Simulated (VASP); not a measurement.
Input:

```
Zn4SSe3
1.0
   -0.00113     5.56573     5.56248
    5.56573    -0.00113     5.56248
    2.78230     2.78230     0.00000
Zn Se S
4 3 1
Direct
  0.99952   0.99952   0.00097
  0.98886   0.50445   0.00668
  0.50445   0.98886   0.00668
  0.50706   0.50706   0.98588
  0.12572   0.12572   0.24856
  0.12620   0.62364   0.25016
  0.62364   0.12620   0.25016
  0.62454   0.62454   0.25091
```

Calculation: PBEsol GGA, VASP's PBE PAW potentials (set 64) (plane waves; VASP). Run with 400 eV cut-off, 4×4×8 Γ-centred mesh, tetrahedra with Blöchl corrections, potentials Zn Se S.

The cores are frozen, which limits the accuracy of field gradients.

Q: Give the principal components of the electric field gradient (V/Å²) and the asymmetry η at each nucleus.

A: 
```tsv
atom	Vxx	Vyy	Vzz	η
Zn1	0.2	0.1	-0.3	-
Zn2	2.9	1.8	-4.7	0.24
Zn3	2.9	1.8	-4.7	0.24
Zn4	3.5	0.4	-3.9	0.80
Se5	-15.2	-5.6	20.8	0.46
Se6	-17.9	-7.8	25.7	0.39
Se7	-17.9	-7.8	25.7	0.39
S8	-7.3	-2.0	9.4	0.56
```

The structure was generated: Zn4SSe3 was put into an ordered model structure (Amm2), which need not be its known phase. It was relaxed first.
